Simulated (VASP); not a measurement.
Here is the system:

```xyz
3
Lattice="0.0000 2.7242 2.7242 2.7242 0.0000 2.7242 2.7242 2.7242 0.0000" Properties=species:S:1:pos:R:3 pbc="T T T"
Ge     0.0000     0.0000     0.0000
F      1.3621     1.3621     1.3621
F      4.0862     4.0862     4.0862
```

All values below come from PBEsol GGA, VASP's PBE PAW potentials (set 64) (plane waves; VASP). Run with 600 eV cut-off, 6×6×6 Γ-centred mesh, Gaussian smearing of 0.050 eV, potentials Ge_d F.

Each relaxation starts from this cell; other phases were not tried.

The cell is relaxed at 5 GPa. What happens?

The volume per atom goes from 13.48 to 12.85 Å³ (-4.6 %), and the cell becomes a = b = c = 5.3629 Å, α = β = γ = 90.00°, space group Fm-3m. The gap on the mesh goes from 3.69 to 3.68 eV.

The cell is relaxed at 10 GPa. What happens?

The volume per atom goes from 13.48 to 12.36 Å³ (-8.3 %), and the cell becomes a = b = c = 5.2928 Å, α = β = γ = 90.00°, space group Fm-3m. The gap on the mesh goes from 3.69 to 3.67 eV.

Failed runs are left out, and for metals the shear rows, which the mesh's noise covers.

The structure was generated: GeF2 was put into the fluorite type (Fm-3m), which need not be its known phase.
